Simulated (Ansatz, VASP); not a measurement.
# Ti (Titanium) in two plane-wave programs, part 2 of 2

One calculation is typed for both programs; each brings its own data sets. How far apart do they land? The cell is taken from a series of runs on this material, whose earlier steps may have relaxed, scaled, displaced or heated it; both programs get it as it stands.

VASP 6.6.1 and Ansatz 0.2.0.

So far: Set-up; VASP: zone-centre phonons, PBEsol.

## Step 3: Ansatz: zone-centre phonons, PBEsol

Level of this step: Ansatz beside VASP: Kohn-Sham DFT, plane waves, PBEsol (Ansatz).

Ansatz runs on norm-conserving files, of PseudoDojo where its log says so.

The same cell, functional, mesh and smearing now go to Ansatz, which takes its cutoff from its data sets.

Input file input.yaml:

```yaml
crystal:
  lattice:
    - [2.9016013246, 0.0, 0.0]
    - [-1.4508006623, 2.5128604588, 0.0]
    - [0.0, 0.0, 4.5894918009]
  atoms:
    - { symbol: Ti, position: [0.3333333333, 0.6666666667, 0.25] }
    - { symbol: Ti, position: [0.6666666667, 0.3333333333, 0.75] }
kpoints:
  mp_grid: { grid: [21, 21, 12] }
hamiltonian:
  xc: pbesol
  pseudopotentials: { kind: nc, accuracy: standard }
scf:
  occupations: { method: methfessel_paxton, width: 0.2 }
output:
  eigenvalues: true
phonons:
  method: dfpt
```

The run is started by

```console
$ ansatz run input.yaml --threads 8 --pin off --max-ram 14336MiB --backend cpu --events-out ev --progress --plain --runs-dir out
```

Numbers of over 12 decimals in the logs are rounded to 6 here.

The program printed:

```text
zone centre: on kpoints.mp_grid the ground state, and the responses unless they are solved on pairs of k-points, stand on 847 of the mesh's 5292 k-points, reduced under 4 symmetry operations, with k and −k counted as one. Each operation leaves every solved displacement unchanged or reverses it
Engine: ansatz 0.2.0, x86_64-unknown-linux-gnu
Pseudopotentials: kind: nc
Pseudopotential: Ti, nc, valence charge 12, recommended cutoff 1142.878222 eV (normal), Ti.nc.azcp (PseudoDojo's, or run here from an input of PseudoDojo's; its table is named by hamiltonian.pseudopotentials.accuracy)
Functional definition: PBEsol
  exchange = pbesol_x
  correlation = pbesol_c
Crystal: 2 atoms, lattice volume = 33.463 Å³
Basis set: ecut = 1142.878222 eV, 2911 PW (Γ), exchange–correlation on 64×64×108 points (8 copies of the dense FFT grid, shifted against one another)
Bands: 16, of which v1, the nominal top of the filled ones, is band 12 counted from 1 (11 counted from 0)
Symmetry: 24 space group operations
k-points: 847 of 5292 (irreducible under 4 space group operations, time reversal used)
Non-local potential: Ti, projectors of the file, l = 0: 2, l = 1: 2, l = 2: 2
Initial density: superposition of atomic densities (chi_scale 0.1, normalization cell)
Initial wavefunctions: pseudopotential atomic-orbital guess
Functional: x = pbesol(κ = 0.804, μ = 0.123457), c = pbesol(β = 0.046)
SCF iter   1: F=—  HF=-3227.705454 eV  |F-HF|=—  |Δ(HF+E_count)|=         —  Δρ=6.15e-2  dr2=1.20e0  ethr=3.10e-3  ⟨swp⟩=5.4  Hψ=119658  notcnv=0
automatic band count: the SCF goes on with 20 bands, as 16 were too few: they end inside the smearing window of the response
preconditioner: auto → none  [metal: Δε(μ)=0.006 eV  Ē_g=4.689 eV  σ=0.200 eV  W_gap=0.03  n_scr=8 (ndim 8)  ℏωp=18.2 eV  f_vac=0.000  D(μ)=1.57/eV (n_scr^D=22)  sad-step TF]
SCF iter   2: F=—  HF=-3227.367004 eV  |F-HF|=—  |Δ(HF+E_count)|=   3.38e-1  S|Δr|=    0.00e0  Δρ=2.49e-2  dr2=1.96e-1  ethr=3.10e-3  ⟨swp⟩=2.9  Hψ=33045  notcnv=0  defer=1164
SCF iter   3: F=—  HF=-3227.312549 eV  |F-HF|=—  |Δ(HF+E_count)|=   5.45e-2  S|Δr|=    0.00e0  Δρ=4.26e-3  dr2=2.92e-3  ethr=8.18e-4  ⟨swp⟩=2.4  Hψ=23879  notcnv=0  defer=1164
SCF iter   4: F=—  HF=-3227.312602 eV  |F-HF|=—  |Δ(HF+E_count)|=   5.25e-5  S|Δr|=    0.00e0  Δρ=6.98e-4  dr2=4.74e-5  ethr=1.22e-5  ⟨swp⟩=2.2  Hψ=25151  notcnv=0  defer=1164
SCF iter   5: F=—  HF=-3227.312592 eV  |F-HF|=—  |Δ(HF+E_count)|=   9.53e-6  S|Δr|=    0.00e0  Δρ=9.10e-5  dr2=1.44e-6  ethr=1.97e-7  ⟨swp⟩=2.3  Hψ=26150  notcnv=0  defer=1164
SCF iter   6: F=—  HF=-3227.312591 eV  |F-HF|=—  |Δ(HF+E_count)|=   1.22e-6  S|Δr|=    0.00e0  Δρ=1.63e-5  dr2=3.03e-8  ethr=6.02e-9  ⟨swp⟩=2.7  Hψ=28793  notcnv=0  defer=1164
SCF iter   7: F=—  HF=-3227.312591 eV  |F-HF|=—  |Δ(HF+E_count)|=   1.30e-8  S|Δr|=    0.00e0  Δρ=2.57e-6  dr2=3.94e-10  ethr=1.26e-10  ⟨swp⟩=2.0  Hψ=26120  notcnv=0  defer=1164
SCF iter   8: F=-3227.312591 eV  HF=-3227.312591 eV  |F-HF|=3.64e-12  |Δ(HF+E_count)|=  7.28e-12  S|Δr|=    0.00e0  Δρ=1.55e-7  dr2=4.88e-12  ethr=1.00e-12  ⟨swp⟩=10.1  Hψ=95489  notcnv=0
SCF 1 converged in 8 iterations: F = -3227.312591 eV  dr2 = 4.88e-12
DFPT response loops at Γ: preconditioner auto → Kerker (q_TF=auto, 2.581 Å⁻¹) (partly filled bands, converged f_vac=0.000); β = 1.00, the filter's whole step (`scf.mixing.beta` (0.50) is not read by the response loops under this deck's `scf.mixing.preconditioner`; to damp them name `kerker` or `kerker_dos`, under which they read `scf.mixing.beta`, and type it under 1.00, their step now; both keys bind the ground state too); Broyden in place of MSR1
SCF converged after 8 iterations
Stability not checked: this state was not tested for a lower state beside it, because cold or Methfessel-Paxton smearing, or corrected tetrahedra, fill the levels in a way that the test cannot read (fill_not_monotonic; see scf.lower_state_search)
Free energy (F): -3227.312591 eV
Harris-Foulkes:  -3227.312591 eV  (|F-HF|=3.64e-12)
Internal energy: -3227.317042 eV  (E = F + TS)
E sigma→0 (E₀):  -3227.313704 eV
Entropy (-TS):   0.004452 eV (2.226 meV/atom)
Fermi energy:    13.896433 eV
Step filling:    the computed levels leave a gap of 0.0000 eV = 0.0 smearing widths at the electron count; against every level under it full and every level over it empty, smearing changes F+E_penalty+E_count by +1.710 meV and its σ→0 estimate by +0.597 meV
--- Per-component energies (eV) ---
  E_band       = -299.897073
  E_kinetic    = 1277.855928
  E_local      = -2362.153089  (includes V_loc(G=0)·N_el)
  E_nonlocal   = 25.224556
  E_hartree    = 643.502074
  E_xc         = -470.625914
  E_vxc        = -527.828713  (∫ρ·V_xc dr)
  E_ewald      = -2341.120597
  E_smearing   = 0.004452  (= −TS)
  E_closure    = -0.000000  (closes the sum)
  Σ components = -3227.312591   (vs F -3227.312591, Δ=0.00e0)
--- Band table (eV; the first three rows and the last of 847) ---
  k-point 0: bands = [... 8 lower, 7.6032, 11.0959, 14.6798, 14.6798, 14.7632, 14.8188, 15.2145, 15.2145, ... 4 higher]
  k-point 1: bands = [... 8 lower, 7.6644, 11.0718, 14.6460, 14.6460, 14.6514, 14.7839, 15.1790, 15.1790, ... 4 higher]
  k-point 2: bands = [... 8 lower, 7.8453, 10.9841, 14.3814, 14.5767, 14.5767, 14.6831, 15.0826, 15.0826, ... 4 higher]
  k-point 846: bands = [... 8 lower, 11.7340, 11.7340, 13.3046, 13.3046, 13.7988, 13.7988, 15.4627, 15.4627, ... 4 higher]
--- Phonons (Γ-DFPT): 2 representative perturbations + reference, on 847 of 5292 k-points (Σ response iterations 6) ---
  k mesh reduced under 4 symmetry operations, with k and −k counted as one. Each operation leaves every solved displacement unchanged or reverses it
  ASR residual: 2.947e-4 → 0.000e0 eV/Å²; symmetrization residual: 1.137e-13 eV/Å²
  ASR residual per site (eV/Å²): 2.95e-4 2.95e-4
  Γ frequencies (cm⁻¹): 0.00 0.00 0.00 127.49 127.49 192.63
  non-analytic LO–TO correction: not included (Born effective charges unavailable; polar crystals: no LO–TO splitting at Γ)
```

## Step 4: Differences

Known differences besides the potentials themselves: the cutoff is 1142.88 eV in Ansatz and 500 eV in VASP. Total energies have different zeros and are not compared.

Both answers:

```
                  quantity  Ansatz   VASP  difference
optical mode 1 to 2 (cm⁻¹)   127.5  127.2     +0.26 %
     optical mode 3 (cm⁻¹)   192.6  192.7     -0.06 %
```

Modes are paired by rising frequency, not by their patterns, so a pair may set unlike modes beside each other; they are those without the splitting of longitudinal modes.

## Step 5: What came out

```json
{
  "r.m.s. difference of the optical zone-centre modes, each program's sorted by frequency (zone-centre phonons, PBEsol)": "0.28 cm⁻¹"
}
```

In words: The r.m.s. difference of the optical zone-centre modes, each program's sorted by frequency is 0.28 cm⁻¹ (zone-centre phonons, PBEsol). How closely two codes agree says nothing of how well the functional describes the real material.

[Lines on the potential files, build, host, timing and source positions are cut from VASP's logs without a mark.]

[Logs are printed without paths, hosts, clocks, repeated set-up lines and the standing remarks that a program may print on its own settings, such as how far it seeks lower states.]

[Hosts, paths, dates, database ids (printed as entryN), source tags and the programs' standing remarks are cut or masked in the printed files.]
